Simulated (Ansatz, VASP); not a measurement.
# Cross-check of PbSe2 between VASP and Ansatz, part 2 of 2

Aim: how closely do two programs agree when they are given the same cell, functional and k mesh? The cell is generated by rule, not measured, and may not be a known phase. The cell is taken from a series of runs on this material, whose earlier steps may have relaxed, scaled, displaced or heated it; both programs get it as it stands.

VASP 6.6.1 and Ansatz 0.2.0.

So far: The starting structure; Ansatz: relaxation of cell and atoms, PBEsol; VASP: relaxation of cell and atoms, PBEsol.

### Step 3. VASP: relaxation of cell and atoms, PBEsol (continued)

Level of this step: PBEsol; plane waves and PAW (Pb_d, Se); invented cell (VASP).

Numbers of over 12 decimals in the logs are rounded to 6 here.

From OUTCAR (step 3):

```text
ion  position               nearest neighbor table
   1  0.000  0.500  0.000-   6 2.85   5 2.85   6 2.85   5 2.85   4 2.88   3 2.88
   2  0.500  0.000  0.500-   3 2.85   4 2.85   3 2.85   4 2.85   5 2.88   6 2.88
   3  0.241  0.857  0.000-   2 2.85   2 2.85   1 2.88
   4  0.759  0.143  0.000-   2 2.85   2 2.85   1 2.88
   5  0.857  0.759  0.500-   1 2.85   1 2.85   2 2.88
   6  0.143  0.241  0.500-   1 2.85   1 2.85   2 2.88

  LATTYP: Found a simple tetragonal cell.
 ALAT       =     6.6863640000
 C/A-ratio  =     0.6116123801

 Subroutine GETGRP returns: Found  8 space group operations
 (whereof  4 operations were pure point group operations)

The static configuration has the point symmetry C_2h.
 The point group associated with its full space group is C_4h.

 Found     66 irreducible k-points:

   k-points           NKPTS =     66   k-points in BZ     NKDIM =     66   number of bands    NBANDS=     32

   dimension x,y,z NGX =    50 NGY =   50 NGZ =   30
   dimension x,y,z NGXF=   100 NGYF=  100 NGZF=   60

   ENCUT  =  500.0 eV  36.75 Ry    6.06 a.u.  12.19 12.19  7.46*2*pi/ulx,y,z

   NELECT =      52.0000    total number of electrons

 k-points in reciprocal lattice and weights: Automatic mesh
   0.00000000  0.00000000  0.00000000       0.003
   0.16666667  0.00000000  0.00000000       0.011
   0.33333333  0.00000000  0.00000000       0.011
   0.50000000  0.00000000  0.00000000       0.006
   0.16666667  0.16666667  0.00000000       0.011
   0.33333333  0.16666667  0.00000000       0.011
  -0.33333333  0.16666667  0.00000000       0.011
   0.50000000  0.16666667  0.00000000       0.011
   0.33333333  0.33333333  0.00000000       0.011
[...]
0.50000000  0.33333333  0.50000000       0.011
   0.50000000  0.50000000  0.50000000       0.003

 average (electrostatic) potential at core
       1 -93.8329       2 -93.8329       3 -54.8116       4 -54.8116       5 -54.8116
       6 -54.8116

 E-fermi :   2.9253

 k-point     1 :       0.0000    0.0000    0.0000
  band No.  band energies     occupation
    ...
     23       2.1920      2.00000
     24       2.2960      2.00008
     25       2.3581      2.00045
     26       2.3581      2.00045
     27       2.4877      2.00832
     28       4.0888     -0.00000
     29       5.7147     -0.00000
     30       5.7147     -0.00000
     31       6.6256     -0.00000
     32       7.5804      0.00000

 k-point     2 :       0.1667    0.0000    0.0000
  band No.  band energies     occupation
    ...
     23       2.1949      2.00000
     24       2.2290      2.00001
     25       2.5028      2.01091
     26       2.5649      2.02868
     27       2.6297      2.05723
     28       4.0453     -0.00000
     29       5.7321     -0.00000
     30       5.9129     -0.00000
     31       6.7378     -0.00000
     32       7.4698      0.00000

 k-point     3 :       0.3333    0.0000    0.0000
  band No.  band energies     occupation
    ...
     23       2.2009      2.00000
     24       2.2262      2.00001
     25       2.6636      2.06899
     26       2.7149      2.05949
     27       2.7812      1.93388
     28       3.9555     -0.00000
     29       5.7732     -0.00000
     30       6.3847     -0.00000
     31       6.8992     -0.00000
     32       6.9943      0.00000

  Total        0.0016543      0.0016543      0.0139714     -0.0000007      0.0000000      0.0000000
  in kB        0.0144969      0.0144969      0.1224315     -0.0000060      0.0000000      0.0000000
  external PRESSURE =       0.0504751 kB  Pullay stress =       0.0000000 kB

  energy-cutoff  :      500.00
  volume of cell :      182.83
      direct lattice vectors                 reciprocal lattice vectors
     6.677549238  0.000000806  0.000000000     0.149755541  0.000000018  0.000000000
    -0.000000806  6.677549238  0.000000000    -0.000000018  0.149755541  0.000000000
     0.000000000  0.000000000  4.100360930     0.000000000  0.000000000  0.243880970

 POSITION                                       TOTAL-FORCE (eV/Angst)
 -----------------------------------------------------------------------------------
     -0.00000      3.33877      0.00000        -0.000000      0.000000      0.000000
      3.33877      0.00000      2.05018         0.000000      0.000000      0.000000
      1.61897      5.72225      0.00000        -0.000279     -0.000110      0.000000
      5.05858      0.95530      0.00000         0.000279      0.000110      0.000000
      5.72225      5.05858      2.05018        -0.000110      0.000279      0.000000
      0.95530      1.61897      2.05018         0.000110     -0.000279      0.000000
 -----------------------------------------------------------------------------------
    total drift:                               -0.000476     -0.000213      0.000718

  FREE ENERGIE OF THE ION-ELECTRON SYSTEM (eV)
  ---------------------------------------------------
  free  energy   TOTEN  =       -22.8130338968 eV

  energy  without entropy=      -22.8074095600  energy(sigma->0) =      -22.81115912

 reached required accuracy - stopping structural energy minimisation

 total charge
# of ion       s       p       d       tot
------------------------------------------
    1        1.305   0.728   9.866  11.899
    2        1.305   0.728   9.866  11.899
    3        1.501   2.210   0.023   3.734
    4        1.501   2.210   0.023   3.734
    5        1.501   2.210   0.023   3.734
    6        1.501   2.210   0.023   3.734
--------------------------------------------------
tot          8.614  10.295  19.826  38.735

[... 3 further parts left out ...]
```

The run keeps the 8 symmetry operations of its start, so it cannot find a distortion of lower symmetry.

### Step 4. Comparison

Known differences besides the potentials themselves: the data sets hold 92 valence electrons in Ansatz (on its default PAW (the set named soft_2) files) and 52 in VASP; the cutoff is 420 eV in Ansatz and 500 eV in VASP; Ansatz makes its cores anew for this functional, VASP keeps those of its PBE data sets; Ansatz adds a Pulay correction to the stress that steers its cell, VASP none. Total energies have different zeros and are not compared.

The two programs side by side:

```tsv
quantity	Ansatz	VASP	difference
volume (Å³)	182.72	182.83	-0.06 %
edge a after relaxation, in the typed setting (Å)	6.671	6.678	-0.09 %
edge c after relaxation, in the typed setting (Å)	4.105	4.100	+0.12 %
```

### Step 5. Outcome

| Item | Value |
| --- | --- |
| difference in edge c after relaxation, in the typed setting (relaxation of cell and atoms, PBEsol) | 0.12 % |

In words: The difference in edge c after relaxation, in the typed setting is 0.12 % (relaxation of cell and atoms, PBEsol), within the 1.2 % picked in this series as the mark of a large difference, as far as the stopping tolerances let one tell. The data sets hold unlike numbers of valence electrons (92 in Ansatz and 52 in VASP), so part of the differences comes from the potentials. How closely two codes agree says nothing of how well the functional describes the real material.

[Lines on the potential files, build, host, timing and source positions are cut from VASP's logs without a mark.]

[Logs are printed without paths, hosts, clocks, repeated set-up lines and the standing remarks that a program may print on its own settings, such as how far it seeks lower states.]

[Hosts, paths, dates, database ids (printed as entryN), source tags and the programs' standing remarks are cut or masked in the printed files.]
